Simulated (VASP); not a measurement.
```xyz
1
Lattice="0.0000 1.7841 1.7841 1.7841 0.0000 1.7841 1.7841 1.7841 0.0000" Properties=species:S:1:pos:R:3 pbc="T T T"
Cu     0.0000     0.0000     0.0000
```

The numbers are results of PBE GGA with D3 dispersion (Becke-Johnson damping), VASP's PBE PAW potentials (set 64) (plane waves; VASP), not measurements. Run with 520 eV cut-off, 20×20×20 Γ-centred mesh, tetrahedra with Blöchl corrections, potentials Cu.

Predict the energy per atom (σ→0), band gap (on the k-mesh) with the smallest direct gap where there is one.

- band gap (on the k-mesh): none (metal, semimetal or under 0.01 eV)
- energy per atom (σ→0): -416.7 kJ/mol-atom

The compound is Cu in the fcc structure. It was relaxed first.
